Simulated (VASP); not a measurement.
# A slab model of Na(100), part 2 of 2

How does Na(100) behave as a surface?

VASP 6.6.1; LDA; plane waves and PAW (Na).

So far. Step 2 (Potential and states of the slab): The vacuum level lies 2.78 eV above the Fermi level at the upper face; both faces agree, as the slab has next to no dipole.

### Step 4. Slab, other settings

This step: LDA; plane waves and PAW (Na) (VASP 6.6.1).

The run is repeated with some settings moved, to see what they change.

Contents of INCAR:

```
SYSTEM = Na
PREC = Low
ENCUT = 300
EDIFF = 1E-06
NELM = 120
ISMEAR = -1
SIGMA = 0.1
LREAL = .FALSE.
ALGO = Fast
GGA = CA
NBANDS = 10
LORBIT = 11
LWAVE = .FALSE.
LCHARG = .FALSE.
KPAR = 2
LASPH = .TRUE.
IDIPOL = 3
LDIPOL = .TRUE.
DIPOL = 0.5 0.5 0.5
LVHAR = .TRUE.
LVACPOTAV = .TRUE.
NELMIN = 8
```

Contents of POSCAR:

```
Na
1.0
    4.2300000000      0.0000000000      0.0000000000
    0.0000000000      4.2300000000      0.0000000000
    0.0000000000      0.0000000000     30.6900000000
Na
7
Direct
    0.0000000000      0.0000000000      0.2932551320
    0.5000000000      0.5000000000      0.3621700880
    0.0000000000      0.0000000000      0.4310850440
    0.5000000000      0.5000000000      0.5000000000
    0.0000000000      0.0000000000      0.5689149560
    0.5000000000      0.5000000000      0.6378299120
    0.0000000000      0.0000000000      0.7067448680
```

Contents of KPOINTS:

```
Automatic mesh
0
Monkhorst-Pack
10 10 1
0 0 0
```

PAW data sets: Na (LDA family, release 64).

Launch:

```
> mpirun -np 2 vasp_std
```

The program printed:

```text
[banner, memory and clock lines left out]
running    2 mpi-ranks, on    1 nodes
 distrk:  each k-point on    1 cores,    2 groups
 distr:  one band on    1 cores,    1 groups

 POSCAR found type information on POSCAR Na
 POSCAR found :  1 types and       7 ions
 LDA part: xc-table for (Slater(with rela. corr.)+CA(PZ))
 , standard interpolation
 POSCAR, INCAR and KPOINTS ok, starting setup
 FFT: planning ... GRIDC
 FFT: planning ... GRID_SOFT
 FFT: planning ... GRID
 WAVECAR not read
 entering main loop
       N       E                     dE             d eps       ncg     rms          rms(c)
DAV:   1    -0.204872786733E+01   -0.20487E+01   -0.10504E+03   300   0.233E+02
DAV:   2    -0.962171053843E+01   -0.75730E+01   -0.73156E+01   484   0.368E+01
DAV:   3    -0.987671466844E+01   -0.25500E+00   -0.25110E+00   386   0.766E+00
DAV:   4    -0.989068108530E+01   -0.13966E-01   -0.13960E-01   478   0.172E+00
DAV:   5    -0.989117856111E+01   -0.49748E-03   -0.49746E-03   438   0.362E-01    0.937E-01
RMM:   6    -0.963230233714E+01    0.25888E+00   -0.63647E-02   333   0.496E-01    0.606E-01
RMM:   7    -0.958232269552E+01    0.49980E-01   -0.27189E-02   318   0.377E-01    0.365E-01
RMM:   8    -0.955483315960E+01    0.27490E-01   -0.48481E-02   360   0.461E-01    0.126E-01
RMM:   9    -0.955474194378E+01    0.91216E-04   -0.49694E-03   336   0.322E-01    0.554E-02
RMM:  10    -0.955367225945E+01    0.10697E-02   -0.24273E-03   361   0.192E-01    0.347E-02
RMM:  11    -0.955452470881E+01   -0.85245E-03   -0.12511E-03   349   0.127E-01    0.156E-02
RMM:  12    -0.955469026836E+01   -0.16556E-03   -0.29811E-04   376   0.780E-02    0.992E-03
RMM:  13    -0.955522031484E+01   -0.53005E-03   -0.23285E-04   373   0.523E-02    0.588E-03
RMM:  14    -0.955526158356E+01   -0.41269E-04   -0.58152E-05   404   0.351E-02    0.287E-03
RMM:  15    -0.955535152076E+01   -0.89937E-04   -0.33281E-05   390   0.206E-02    0.196E-03
RMM:  16    -0.955535128660E+01    0.23416E-06   -0.97090E-06   373   0.141E-02
 [... a notice as in an earlier step ...]

   1 F= -.95553513E+01 E0= -.94930547E+01  d E =-.124593E+00
```

It took 11 s on 2 MPI ranks of Intel Xeon Platinum 8259CL at 2.50GHz (Skylake/Cascade Lake), shared host; peak memory 0.27 GiB.

Parts of OUTCAR (step 4):

```text
The static configuration has the point symmetry D_4h.

 Found     15 irreducible k-points:

   k-points           NKPTS =     15   k-points in BZ     NKDIM =     15   number of bands    NBANDS=     10

   dimension x,y,z NGX =    18 NGY =   18 NGZ =  140
   dimension x,y,z NGXF=    18 NGYF=   18 NGZF=  140

   NELECT =       7.0000    total number of electrons

 dipolmoment           0.000000      0.000000      0.000000 electrons x Angstroem

 E-fermi :  -1.2127

 k-point     1 :       0.0500    0.0500    0.0000
  band No.  band energies     occupation
      1      -4.2593      2.00000
      2      -3.8672      2.00000
      3      -3.2222      2.00000
      4      -2.3695      1.99998
      5      -1.3985      1.73019
      6      -0.4271      0.00077
      7       0.4858      0.00000
      8       1.3072      0.00000
      9       1.4784      0.00000
     10       2.8233      0.00000

 k-point     2 :       0.1500    0.0500    0.0000
  band No.  band energies     occupation
      1      -4.0870      2.00000
      2      -3.6957      2.00000
      3      -3.0521      2.00000
      4      -2.2012      1.99990
      5      -1.2330      1.10098
      6      -0.2659      0.00015
      7       0.6418      0.00000
      8       1.4525      0.00000
      9       1.5756      0.00000
     10       2.0379      0.00000

  Total       -1.9810601     -1.9810601     -1.2873787      0.0000000      0.0000000      0.0000000
  in kB       -5.7800369     -5.7800369     -3.7561184      0.0000000      0.0000000      0.0000000
  external PRESSURE =      -5.1053974 kB  Pullay stress =       0.0000000 kB

 POSITION                                       TOTAL-FORCE (eV/Angst)
 -----------------------------------------------------------------------------------
      0.00000      0.00000      9.00000        -0.000000      0.000000      0.092995
      2.11500      2.11500     11.11500         0.000000      0.000000      0.011392
      0.00000      0.00000     13.23000        -0.000000     -0.000000      0.001177
      2.11500      2.11500     15.34500         0.000000      0.000000      0.000000
      0.00000      0.00000     17.46000         0.000000      0.000000     -0.001177
      2.11500      2.11500     19.57500        -0.000000      0.000000     -0.011392
      0.00000      0.00000     21.69000         0.000000      0.000000     -0.092995
 -----------------------------------------------------------------------------------
    total drift:                                0.000000     -0.000000     -0.000000

  FREE ENERGIE OF THE ION-ELECTRON SYSTEM (eV)
  ---------------------------------------------------
  free  energy   TOTEN  =        -9.5553512866 eV

  energy  without entropy=       -9.4307581627  energy(sigma->0) =       -9.49305472

 vacuum level on the upper side and lower side of the slab         1.577         1.577

 total charge
# of ion       s       p       d       tot
------------------------------------------
    1        0.100   0.017   0.000   0.117
    2        0.098   0.029   0.000   0.126
    3        0.100   0.027   0.000   0.127
    4        0.098   0.028   0.000   0.126
    5        0.100   0.027   0.000   0.127
    6        0.098   0.029   0.000   0.126
    7        0.100   0.017   0.000   0.117
--------------------------------------------------
tot          0.694   0.173   0.000   0.868

[... 5 parts as in an earlier step ...]

[... 6 further parts left out ...]
```

Settings moved on purpose: NELMIN = 8 and PREC = Low. The run ended without an error; the comparison shows what it cost.

Against the run that it repeats, NBANDS and the shift of the k mesh also differ.

Side by side:

| quantity | this run | the run it repeats | difference |
| --- | --- | --- | --- |
| energy at zero smearing (eV) | -9.4931 | -9.4856 | -0.00747 |
| free energy (TOTEN) (eV) | -9.5554 | -9.5492 | -0.00620 |
| Fermi energy (eV) | -1.2127 | -1.1898 | -0.0229 |
| electronic cycles | 16 | 19 | -3 |

The total energy moves by -1.1 meV an atom.

### Step 5. Outcome

```
work function of the slab : 2.78 eV
```

**Reading.** The work function is 2.78 eV at both faces. No atom was relaxed. The cell in the plane was kept as given and was not relaxed here.

[Lines on the potential files, build, host, timing and source positions are cut from VASP's logs without a mark.]

[Logs are printed without paths, hosts, clocks, repeated set-up lines and the standing remarks that a program may print on its own settings, such as how far it seeks lower states.]

[Hosts, paths, dates, database ids (printed as entryN), source tags and the programs' standing remarks are cut or masked in the printed files.]

[In band tables of VASP the shares of atoms and orbitals are scaled to a sum of 1 inside the atoms' spheres.]

[Runs that stopped without an error message from VASP are left out.]
